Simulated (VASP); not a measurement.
The system is CrTe2.

```xyz
3
Lattice="3.8100 0.0000 0.0000 -1.9050 3.2996 0.0000 0.0000 0.0000 6.1300" Properties=species:S:1:pos:R:3 pbc="T T T"
Cr    0.0000    0.0000    0.0000
Te    0.0000    2.1997    1.5509
Te    1.9050    1.0999    4.5791
```

The cell was built by a generator and isn't the measured one.

| Property | Result |
| --- | --- |
| Program | VASP 6.6.1 |
| Task | relaxation of the atoms |
| Functional | LDA |
| Potentials or basis | VASP PAW LDA potentials, release 64 (Cr_pv, Te) |
| Cutoff | 520 eV |
| k mesh | 12 × 12 × 8 |
| Occupations | fermi-dirac, width 0.05 eV |
| Spin | collinear spin, ferromagnetic start |
| Starting moments | [3.0, 0.0, 0.0] μB |

At the start: pressure -5.2 GPa; volume 25.69 Å³/atom.

Question: Where does the relaxation end?

Answer: Over 4 steps the energy falls by 7.0 meV/atom; space group P-3m1 (No. 164, to 0.05 Å); moment 2.37 μB per cell.

Step by step:
```
step  energy change (eV)  largest force (eV/Å)  pressure (GPa)
   1              0.0000                0.3993           -5.16
   2             -0.0126                0.2536           -4.60
   3             -0.0210                0.0189           -3.64
   4             -0.0211                0.0011           -3.59
```

Final structure:
```
CELL_PARAMETERS angstrom
3.81000 0.00000 0.00000
-1.90500 3.29956 0.00000
0.00000 0.00000 6.13000
ATOMIC_POSITIONS crystal
Cr 0.00000 0.00000 0.00000
Te 0.33333 0.66667 0.24447
Te 0.66667 0.33333 0.75553
```

Caveat: a cell with one magnetic atom can't hold antiferromagnetic order, which such compounds often take.
